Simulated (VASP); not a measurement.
An input for Quantum ESPRESSO's pw.x (written as the equivalent of a VASP run, and not itself run):

```
&CONTROL
  calculation = 'vc-relax'
  pseudo_dir = './pseudo'
  outdir = './out'
  tprnfor = .true.
  tstress = .true.
  nstep = 40
  forc_conv_thr = 0.00078
/
&SYSTEM
  ibrav = 0
  nat = 2
  ntyp = 2
  ecutwfc = 82.3
  occupations = 'smearing'
  smearing = 'gaussian'
  degauss = 0.003675
  input_dft = 'pbesol'
/
&ELECTRONS
  conv_thr = 7.3e-08
  electron_maxstep = 100
/
&IONS
/
&CELL
/
ATOMIC_SPECIES
  Ba 137.327 Ba.upf
  Te 127.600 Te.upf
CELL_PARAMETERS angstrom
    -0.0000000    3.4843368    3.4843368
     3.4843368    0.0000000    3.4843368
     3.4843368    3.4843368    0.0000000
ATOMIC_POSITIONS crystal
  Ba   0.0000000  0.0000000  0.0000000
  Te   0.5000000  0.5000000  0.5000000
K_POINTS automatic
  7 7 7 0 0 0
```

### Question
Translate this input to VASP (INCAR, KPOINTS, POSCAR, choice of POTCAR).

### Answer
Several could match; the one computed here: 
**KPOINTS**
```
K-points
0
Gamma
  7 7 7
```

### INCAR
```
# general
SYSTEM  = BaTe
PREC    = Accurate
ENCUT   = 500
LREAL   = .False.
LASPH   = .True.

# electronic loop
EDIFF   = 1E-6
NELM    = 100
ALGO    = Normal
LMAXMIX = 4

# smearing
ISMEAR  = 0
SIGMA   = 0.05

# functional
GGA     = PS

# ions
IBRION  = 2
NSW     = 40
ISIF    = 3
EDIFFG  = -0.02

# output
LWAVE   = .False.
LCHARG  = .False.
```

### POSCAR
```
BaTe
1.0
  0.0000000000   3.4843368315   3.4843368315
  3.4843368315   0.0000000000   3.4843368315
  3.4843368315   3.4843368315   0.0000000000
Ba Te
1 1
Cart
  0.0000000000   0.0000000000   0.0000000000
  3.4843368315   3.4843368315   3.4843368315
```

POTCAR, in this order: Ba_sv Te (PBE.64 set). Program: vasp_std.

The two are equivalent in intent, not identical: the potentials are each code's own (VASP's PAW set, PseudoDojo norm-conserving files in pw.x), so ENCUT and ecutwfc are chosen apart and not converted; conv_thr bounds pw.x's estimated SCF error, while EDIFF bounds the energy change between steps; forc_conv_thr acts on force components and is met together with etot_conv_thr.

The compound is BaTe in the rock salt structure. It was relaxed first.
